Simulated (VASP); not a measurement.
Calculation: PBE GGA, VASP's PBE PAW potentials (set 64) (plane waves; VASP).

A VASP calculation is set up with these files.

KPOINTS:
```
k-points along high-symmetry lines
15
Line-mode
Reciprocal
  0.000000   0.000000   0.000000 ! GAMMA
  0.000000   0.500000   0.000000 ! X

  0.000000   0.500000   0.000000 ! X
  0.500000   0.500000   0.000000 ! M

  0.500000   0.500000   0.000000 ! M
  0.000000   0.000000   0.000000 ! GAMMA

  0.000000   0.000000   0.000000 ! GAMMA
  0.500000   0.500000   0.500000 ! R

  0.500000   0.500000   0.500000 ! R
  0.000000   0.500000   0.000000 ! X

  0.500000   0.500000   0.500000 ! R
  0.500000   0.500000   0.000000 ! M
```

**INCAR**
```
SYSTEM = BaZrO3
PREC = Accurate
ENCUT = 520
EDIFF = 1E-7
NELM = 100
ALGO = Normal
LREAL = .FALSE.
LASPH = .TRUE.
ISMEAR = 0
SIGMA = 0.05
GGA = PE
LMAXMIX = 4
LWAVE = .FALSE.
LCHARG = .FALSE.
LORBIT = 11
ICHARG = 11
```

### POSCAR
```
BaZrO3
1
    4.2365739830     0.0000000000     0.0000000000
    0.0000000000     4.2365739830     0.0000000000
    0.0000000000     0.0000000000     4.2365739830
Ba Zr O
1 1 3
Direct
  0.0000000000   0.0000000000   0.0000000000
  0.5000000000   0.5000000000   0.5000000000
  0.5000000000   0.0000000000   0.5000000000
  0.0000000000   0.5000000000   0.5000000000
  0.5000000000   0.5000000000   0.0000000000
```

POTCAR, in this order: Ba_sv Zr_sv O (PBE.64 set). Program: vasp_std. Read from the step before: CHGCAR.

Output

### OSZICAR
```
       N       E                     dE             d eps       ncg     rms          rms(c)
DAV:   1     0.322720881542E+03    0.32272E+03   -0.22306E+04  4320   0.163E+03
DAV:   2    -0.167425085592E+02   -0.33946E+03   -0.33461E+03  5536   0.386E+02
DAV:   3    -0.400377315681E+02   -0.23295E+02   -0.23259E+02  7408   0.914E+01
DAV:   4    -0.405681067586E+02   -0.53038E+00   -0.53020E+00  5720   0.124E+01
DAV:   5    -0.405842206539E+02   -0.16114E-01   -0.16113E-01  6600   0.150E+00
DAV:   6    -0.405844101181E+02   -0.18946E-03   -0.18946E-03  5688   0.178E-01
DAV:   7    -0.405844132986E+02   -0.31804E-05   -0.31804E-05  6600   0.201E-02
DAV:   8    -0.405844133556E+02   -0.57000E-07   -0.57007E-07  5704   0.271E-03
   1 F= -.40584413E+02 E0= -.40584413E+02  d E =-.252587E-27
```

### OUTCAR
```
 val. band max:        3.5622401041   @ k =   0.5000   0.5000   0.5000

 cond. band min:       6.6798013291   @ k =   0.0000   0.0000   0.0000



 k-point     1 :       0.0000    0.0000    0.0000
  band No.  band energies     occupation
      1     -43.6577      2.00000
      2     -21.8538      2.00000
      3     -21.7764      2.00000
      4     -21.7764      2.00000
      5     -21.7764      2.00000
      6     -12.7528      2.00000
      7     -12.4534      2.00000
      8     -12.4534      2.00000
      9      -6.9834      2.00000
     10      -6.9834      2.00000
     11      -6.9834      2.00000
     12       2.0664      2.00000
     13       2.0664      2.00000
     14       2.0664      2.00000
     15       2.6234      2.00000
     16       2.6234      2.00000
     17       2.6234      2.00000
     18       3.3050      2.00000
     19       3.3050      2.00000
     20       3.3050      2.00000
     21       6.6798      0.00000
     22       6.6798      0.00000
     23       6.6798      0.00000
     24       8.1744      0.00000

 k-point     2 :       0.0000    0.0357    0.0000
  band No.  band energies     occupation
      1     -43.6577      2.00000
      2     -21.8598      2.00000
      3     -21.7763      2.00000
      4     -21.7763      2.00000
      5     -21.7725      2.00000
      6     -12.7507      2.00000
      7     -12.4528      2.00000
      8     -12.4472      2.00000
      9      -6.9826      2.00000
     10      -6.9826      2.00000
     11      -6.9812      2.00000
     12       2.0471      2.00000
     13       2.0628      2.00000
     14       2.0628      2.00000
     15       2.6105      2.00000
     16       2.6105      2.00000
     17       2.6135      2.00000
     18       3.2672      2.00000
     19       3.2996      2.00000
     20       3.2996      2.00000
     21       6.6842      0.00000
     22       6.7097      0.00000
     23       6.7097      0.00000
     24       8.1953      0.00000

...
```

The density is held fixed in this step, so its total energy and stress have no physical meaning. Unless said otherwise, spin-orbit coupling is left out, though it shifts the bands of the heavy elements here.

The compound is BaZrO3 in the cubic perovskite structure. It was relaxed first.
